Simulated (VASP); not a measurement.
Output of a VASP run:

File OSZICAR:
```
       N       E                     dE             d eps       ncg     rms          rms(c)
DAV:   1     0.488410802533E+03    0.48841E+03   -0.25168E+04  1000   0.230E+03
DAV:   2     0.183816860136E+02   -0.47003E+03   -0.45581E+03  1177   0.536E+02
DAV:   3    -0.222423528515E+02   -0.40624E+02   -0.40416E+02  1184   0.169E+02
DAV:   4    -0.232213285851E+02   -0.97898E+00   -0.97751E+00  1655   0.237E+01
DAV:   5    -0.232344981677E+02   -0.13170E-01   -0.13164E-01  1296   0.222E+00    0.111E+01
DAV:   6    -0.213342535878E+02    0.19002E+01   -0.68351E+00  1481   0.396E+01    0.729E+00
DAV:   7    -0.213774652989E+02   -0.43212E-01   -0.13452E+00  1046   0.811E+00    0.466E+00
DAV:   8    -0.213876357426E+02   -0.10170E-01   -0.57415E-01  1335   0.160E+01    0.160E+00
DAV:   9    -0.213540212279E+02    0.33615E-01   -0.88625E-02  1552   0.892E+00    0.695E-01
DAV:  10    -0.213492422694E+02    0.47790E-02   -0.10249E-01  1460   0.830E+00    0.340E-01
DAV:  11    -0.213484896743E+02    0.75260E-03   -0.15717E-02  1457   0.179E+00    0.120E-01
DAV:  12    -0.213485886247E+02   -0.98950E-04   -0.69595E-04  1077   0.208E-01    0.117E-01
DAV:  13    -0.213486609486E+02   -0.72324E-04   -0.55590E-04  1267   0.717E-01    0.122E-01
DAV:  14    -0.213484607499E+02    0.20020E-03   -0.52336E-04  1377   0.382E-01    0.484E-02
DAV:  15    -0.213484443003E+02    0.16450E-04   -0.14397E-04  1207   0.991E-02    0.195E-02
DAV:  16    -0.213484407324E+02    0.35679E-05   -0.75429E-06  1412   0.570E-02    0.120E-02
DAV:  17    -0.213484390804E+02    0.16520E-05   -0.38097E-06  1020   0.507E-02    0.663E-03
DAV:  18    -0.213484385608E+02    0.51967E-06   -0.33849E-06   991   0.138E-02
   1 F= -.21348439E+02 E0= -.21348439E+02  d E =-.213484E+02
```

### OUTCAR
```
------------------------ aborting loop because EDIFF is reached ----------------------------------------
  FORCE on cell =-STRESS in cart. coord.  units (eV):
  Direction    XX          YY          ZZ          XY          YZ          ZX
  --------------------------------------------------------------------------------------
  Total       -0.0544208     -0.0544208     -0.0544208      0.0000000     -0.0000000      0.0000000
  in kB       -1.3048484     -1.3048484     -1.3048484      0.0000000     -0.0000000      0.0000000
  external PRESSURE =      -1.3048484 kB  Pullay stress =       0.0000000 kB
  volume of cell :       66.82
      direct lattice vectors                 reciprocal lattice vectors
     4.057934364  0.000000000  0.000000000     0.246430797  0.000000000  0.000000000
     0.000000000  4.057934364  0.000000000     0.000000000  0.246430797  0.000000000
     0.000000000  0.000000000  4.057934364     0.000000000  0.000000000  0.246430797
 POSITION                                       TOTAL-FORCE (eV/Angst)
 -----------------------------------------------------------------------------------
      0.00000      0.00000      0.00000         0.000000      0.000000      0.000000
      2.02897      2.02897      2.02897         0.000000      0.000000      0.000000
      2.02897      0.00000      2.02897         0.000000      0.000000      0.000000
      0.00000      2.02897      2.02897         0.000000      0.000000      0.000000
      2.02897      2.02897      0.00000         0.000000      0.000000      0.000000
 -----------------------------------------------------------------------------------
    total drift:                                0.000000      0.000000      0.000000
  FREE ENERGIE OF THE ION-ELECTRON SYSTEM (eV)
  ---------------------------------------------------
  free  energy   TOTEN  =       -21.3484385608 eV

  energy  without entropy=      -21.3484385608  energy(sigma->0) =      -21.34843856

 reached required accuracy - stopping structural energy minimisation
```
(Selected blocks of OUTCAR.)

### POSCAR
```
KZnF3
1
    4.0579343639    -0.0000000000     0.0000000000
   -0.0000000000     4.0579343639    -0.0000000000
   -0.0000000000    -0.0000000000     4.0579343639
K Zn F
1 1 3
Direct
  0.0000000000   0.0000000000   0.0000000000
  0.5000000000   0.5000000000   0.5000000000
  0.5000000000   0.0000000000   0.5000000000
  0.0000000000   0.5000000000   0.5000000000
  0.5000000000   0.5000000000   0.0000000000
```

Task: Write an INCAR and KPOINTS that could have produced this output.

Result: This is not unique; one that fits is the input of the run itself, PBEsol GGA, plane waves, VASP's PBE PAW potentials (set 64).

### KPOINTS
```
Automatic
0
G
6 6 6
```

**INCAR**
```
SYSTEM = KZnF3
PREC = Accurate
ENCUT = 620
EDIFF = 1E-6
NELM = 100
ALGO = Normal
LREAL = .FALSE.
LASPH = .TRUE.
ISMEAR = 0
SIGMA = 0.05
GGA = PS
LMAXMIX = 4
LWAVE = .FALSE.
LCHARG = .FALSE.
IBRION = 2
ISIF = 3
NSW = 40
EDIFFG = -0.02
```

POTCAR, in this order: K_sv Zn F (PBE.64 set). Program: vasp_std.

The compound is KZnF3 in the cubic perovskite structure. It was relaxed first.
